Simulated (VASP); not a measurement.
Input of a VASP 6.6.1 run:

INCAR

```
  PREC = Accurate
  ENCUT = 600
  EDIFF = 1E-6
  ISMEAR = 0
  SIGMA = 0.03
  LREAL = False
  LASPH = True
  NELM = 80
  ALGO = Normal
  ISIF = 3
  LWAVE = False
  LCHARG = False
  GGA = PE
  IBRION = 2
  NSW = 90
  EDIFFG = -0.01
```

Contents of KPOINTS:

```
Automatic mesh
0
Gamma
  10 10 10
```

File POSCAR:

```
GaSb
1.0
    0.0000000000      3.0590000000      3.0590000000
    3.0590000000      0.0000000000      3.0590000000
    3.0590000000      3.0590000000      0.0000000000
Ga Sb
1 1
Direct
    0.0000000000      0.0000000000      0.0000000000
    0.2500000000      0.2500000000      0.2500000000
```

Potentials or basis: VASP PAW PBE potentials, release 64 (Ga_d, Sb).

Launch:

```bash
$ cat potpaw_PBE.64/Ga_d/POTCAR potpaw_PBE.64/Sb/POTCAR > POTCAR
$ mpirun -np 1 vasp_std > vasp.out
```

Q: Estimate the relaxed volume.

A: 30.03 Å³/atom.

Q: What does it give for the relaxed cell?

A: a = 4.396 Å, b = 4.396 Å, c = 4.396 Å, α = 60.00°, β = 60.00°, γ = 60.00°.

Q: Predict the space group after relaxing (to 0.05 Å).

A: F-43m (No. 216).

Q: What does it give for the band gap on the k mesh?

A: None (metal or under the smearing width).

Final structure:
```cif
data_structure
_symmetry_space_group_name_H-M 'P 1'
_symmetry_Int_Tables_number 1
_cell_length_a 4.3960
_cell_length_b 4.3960
_cell_length_c 4.3960
_cell_angle_alpha 60.000
_cell_angle_beta 60.000
_cell_angle_gamma 60.000
_cell_volume 60.07
loop_
_atom_site_label
_atom_site_type_symbol
_atom_site_fract_x
_atom_site_fract_y
_atom_site_fract_z
_atom_site_occupancy
Ga1 Ga 0.00000 0.00000 0.00000 1
Sb1 Sb 0.25000 0.25000 0.25000 1
```

Caveat: this crystal is a semiconductor, whose small gap the functional closes, so the metal is an error of the method. Zero-point motion and thermal expansion aren't in these numbers.
